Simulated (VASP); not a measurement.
# La3Zr (Pm-3m) in VASP: equation of state, part 2 of 2

VASP 6.6.1. Earlier steps stand in the parts before.

## 3. Equation of state, PBE, 31.33 Å³/atom (volume scaled by 0.96)

INCAR reads:

```
PREC = Accurate ; ENCUT = 520
EDIFF = 1E-7 ; ISMEAR = -1
SIGMA = 0.05 ; LREAL = F
LASPH = T ; NELM = 80
ALGO = Normal ; ISIF = 2
LWAVE = F ; LCHARG = F
GGA = PE ; NBANDS = 30
```

KPOINTS reads:

```
Automatic mesh
0
Gamma
  5 5 5
```

POSCAR reads:

```
La3Zr
1.0
    5.0041156907      0.0000000000      0.0000000000
    0.0000000000      5.0041156907      0.0000000000
    0.0000000000      0.0000000000      5.0041156907
La Zr
3 1
Direct
    0.5000000000      0.5000000000      0.0000000000
    0.5000000000      0.0000000000      0.5000000000
    0.0000000000      0.5000000000      0.5000000000
    0.0000000000      0.0000000000      0.0000000000
```

Potentials or basis: VASP PAW PBE potentials, release 64 (La, Zr_sv).

Started as:

```
$ cat potpaw_PBE.64/La/POTCAR potpaw_PBE.64/Zr_sv/POTCAR > POTCAR
$ mpirun -np 1 vasp_std > vasp.out
```

It took 96 s on 1 thread of Intel Xeon Platinum 8488C (Sapphire Rapids), shared host; peak memory 0.26 GiB.

Results (log left out):

| Property | Result |
| --- | --- |
| Free energy | -22.5699 eV |
| Pressure | 1.5 GPa |
| Band gap on the k mesh | none (metal or under the smearing width) |

## 4. Equation of state, PBE, 31.98 Å³/atom (volume scaled by 0.98)

INCAR reads:

```
SYSTEM = La3Zr
PREC = Accurate
ENCUT = 520
EDIFF = 1E-7
ISMEAR = -1
SIGMA = 0.05
LREAL = .FALSE.
LASPH = .TRUE.
NELM = 60
ALGO = Normal
ISIF = 2
LWAVE = .FALSE.
LCHARG = .FALSE.
GGA = PE
NBANDS = 30
```

KPOINTS reads:

```
regular mesh
0
G
  5 5 5
  0 0 0
```

POSCAR reads:

```
La3Zr
1.0
    5.0386279240      0.0000000000      0.0000000000
    0.0000000000      5.0386279240      0.0000000000
    0.0000000000      0.0000000000      5.0386279240
La Zr
3 1
Direct
    0.5000000000      0.5000000000      0.0000000000
    0.5000000000      0.0000000000      0.5000000000
    0.0000000000      0.5000000000      0.5000000000
    0.0000000000      0.0000000000      0.0000000000
```

Started as:

```
$ cat potpaw_PBE.64/La/POTCAR potpaw_PBE.64/Zr_sv/POTCAR > POTCAR
$ mpirun -np 1 vasp_std > vasp.out
```

It took 76 s on 1 thread of Intel Xeon Platinum 8488C (Sapphire Rapids), shared host; peak memory 0.26 GiB.

It converged, with:

| Property | Result |
| --- | --- |
| Free energy | -22.5872 eV |
| Pressure | 0.6 GPa |
| Band gap on the k mesh | none (metal or under the smearing width) |

## 5. Equation of state, PBE, 33.29 Å³/atom (volume scaled by 1.02)

INCAR reads:

```
  PREC = Accurate
  ENCUT = 520
  EDIFF = 1E-7
  ISMEAR = -1
  SIGMA = 0.05
  LREAL = F
  LASPH = T
  NELM = 60
  ALGO = Normal
  ISIF = 2
  LWAVE = F
  LCHARG = F
  GGA = PE
  NBANDS = 30
```

KPOINTS reads:

```
regular mesh
0
Gamma
  5 5 5
```

POSCAR reads:

```
La3Zr
1.0
    5.1062685849      0.0000000000      0.0000000000
    0.0000000000      5.1062685849      0.0000000000
    0.0000000000      0.0000000000      5.1062685849
La Zr
3 1
Direct
    0.5000000000      0.5000000000      0.0000000000
    0.5000000000      0.0000000000      0.5000000000
    0.0000000000      0.5000000000      0.5000000000
    0.0000000000      0.0000000000      0.0000000000
```

Potentials or basis: VASP PAW PBE potentials, release 64 (La, Zr_sv).

Started as:

```
$ cat potpaw_PBE.64/La/POTCAR potpaw_PBE.64/Zr_sv/POTCAR > POTCAR
$ mpirun -np 1 vasp_std > vasp.out
```

OUTCAR:

```text
PREC = Accurate
   ENCUT = 520
   EDIFF = 1E-7
   ISMEAR = -1
   LREAL = F
   LASPH = T
   NELM = 60
   ISIF = 2
   GGA = PE

 Found     10 irreducible k-points:

 Following reciprocal coordinates:
            Coordinates               Weight
  0.000000  0.000000  0.000000      1.000000
  0.200000  0.000000  0.000000      6.000000
  0.400000  0.000000  0.000000      6.000000
  0.200000  0.200000  0.000000     12.000000
[... 277 lines left out ...]

  FORCE on cell =-STRESS in cart. coord.  units (eV):
  Direction    XX          YY          ZZ          XY          YZ          ZX
  --------------------------------------------------------------------------------------
  -------------------------------------------------------------------------------------
  Total       -0.7226496     -0.7226496     -0.7226496      0.0000000     -0.0000000      0.0000000
  in kB       -8.6961572     -8.6961572     -8.6961572      0.0000000     -0.0000000      0.0000000
  external PRESSURE =      -8.6961572 kB  Pullay stress =       0.0000000 kB

 VOLUME and BASIS-vectors are now :
 -----------------------------------------------------------------------------
  energy-cutoff  :      520.00
  volume of cell :      133.14
      direct lattice vectors                 reciprocal lattice vectors
     5.106268585  0.000000000  0.000000000     0.195837721  0.000000000  0.000000000
     0.000000000  5.106268585  0.000000000     0.000000000  0.195837721  0.000000000
     0.000000000  0.000000000  5.106268585     0.000000000  0.000000000  0.195837721

 POSITION                                       TOTAL-FORCE (eV/Angst)
 -----------------------------------------------------------------------------------
      2.55313      2.55313      0.00000         0.000000      0.000000      0.000000
      2.55313      0.00000      2.55313         0.000000      0.000000      0.000000
      0.00000      2.55313      2.55313         0.000000      0.000000      0.000000
      0.00000      0.00000      0.00000         0.000000      0.000000      0.000000
 -----------------------------------------------------------------------------------
    total drift:                                0.000000     -0.000000     -0.000000

  FREE ENERGIE OF THE ION-ELECTRON SYSTEM (eV)
  ---------------------------------------------------
  free  energy   TOTEN  =       -22.5833519645 eV

  energy  without entropy=      -22.5356591640  energy(sigma->0) =      -22.55950556
```

stdout:

```text
POSCAR found type information on POSCAR LaZr
 POSCAR found :  2 types and       4 ions
 scaLAPACK will be used
 LDA part: xc-table for (Slater+PW92), standard interpolation
 POSCAR, INCAR and KPOINTS ok, starting setup
 FFT: planning ... GRIDC
 FFT: planning ... GRID_SOFT
 FFT: planning ... GRID
 WAVECAR not read
 entering main loop
```

Run time: 70 s. Hardware: 1 thread of Intel Xeon Platinum 8488C (Sapphire Rapids), shared host; peak memory 0.25 GiB.

What came out:

| Quantity | Value |
| --- | --- |
| Free energy | -22.5834 eV |
| Pressure | -0.9 GPa |
| Band gap on the k mesh | none (metal or under the smearing width) |

## 6. Equation of state, PBE, 33.94 Å³/atom (volume scaled by 1.04)

INCAR reads:

```
SYSTEM = La3Zr
ALGO = Normal
EDIFF = 1E-7
ENCUT = 520
GGA = PE
ISIF = 2
ISMEAR = -1
LASPH = .TRUE.
LCHARG = .FALSE.
LREAL = .FALSE.
LWAVE = .FALSE.
NBANDS = 30
NELM = 60
PREC = Accurate
SIGMA = 0.05
```

KPOINTS reads:

```
k-points
0
G
  5 5 5
  0 0 0
```

POSCAR reads:

```
La3Zr
1.0
    5.1394271022      0.0000000000      0.0000000000
    0.0000000000      5.1394271022      0.0000000000
    0.0000000000      0.0000000000      5.1394271022
La Zr
3 1
Direct
    0.5000000000      0.5000000000      0.0000000000
    0.5000000000      0.0000000000      0.5000000000
    0.0000000000      0.5000000000      0.5000000000
    0.0000000000      0.0000000000      0.0000000000
```

Potentials or basis: VASP PAW PBE potentials, release 64 (La, Zr_sv).

Started as:

```
$ cat potpaw_PBE.64/La/POTCAR potpaw_PBE.64/Zr_sv/POTCAR > POTCAR
$ mpirun -np 1 vasp_std > vasp.out
```

Wall time 66 s (1 thread of Intel Xeon Platinum 8488C (Sapphire Rapids), shared host); peak memory 0.26 GiB.

It converged, with:

| Item | Value |
| --- | --- |
| Free energy | -22.5643 eV |
| Pressure | -1.5 GPa |
| Band gap on the k mesh | none (metal or under the smearing width) |

## 7. Equation of state, PBE, 34.59 Å³/atom (volume scaled by 1.06)

INCAR reads:

```
SYSTEM = La3Zr
PREC = Accurate ; ENCUT = 520
EDIFF = 1E-7 ; ISMEAR = -1
SIGMA = 0.05 ; LREAL = .False.
LASPH = .True. ; NELM = 100
ALGO = Normal ; ISIF = 2
LWAVE = .False. ; LCHARG = .False.
GGA = PE ; NBANDS = 30
```

KPOINTS reads:

```
regular mesh
0
Gamma
  5 5 5
  0 0 0
```

POSCAR reads:

```
La3Zr
1.0
    5.1721631893      0.0000000000      0.0000000000
    0.0000000000      5.1721631893      0.0000000000
    0.0000000000      0.0000000000      5.1721631893
La Zr
3 1
Direct
    0.5000000000      0.5000000000      0.0000000000
    0.5000000000      0.0000000000      0.5000000000
    0.0000000000      0.5000000000      0.5000000000
    0.0000000000      0.0000000000      0.0000000000
```

Started as:

```
$ cat potpaw_PBE.64/La/POTCAR potpaw_PBE.64/Zr_sv/POTCAR > POTCAR
$ mpirun -np 1 vasp_std > vasp.out
```

Wall time 74 s (1 thread of Intel Xeon Platinum 8488C (Sapphire Rapids), shared host); peak memory 0.25 GiB.

The run converged. Its results:

- Free energy: -22.5354 eV
- Pressure: -2.1 GPa
- Band gap on the k mesh: none (metal or under the smearing width)

## 8. Equation of state, PBE

Potentials or basis: VASP PAW PBE potentials, release 64 (La, Zr_sv).

No new run: the results of the series are fitted here.

What came out:

```yaml
Equilibrium_volume: 32.52 Å³/atom
Bulk_modulus: 37 GPa
Pressure_derivative_of_the_bulk_modulus: 3.4
```

Energy against volume, from the lowest point:
| volume (Å³/atom) | energy (meV/atom) |
| --- | --- |
| 30.675 | 13.24 |
| 31.327 | 5.36 |
| 31.980 | 1.03 |
| 32.633 | 0.00 |
| 33.285 | 1.99 |
| 33.938 | 6.74 |
| 34.590 | 13.98 |

The run has no spin-orbit coupling, so splittings on La are missing.
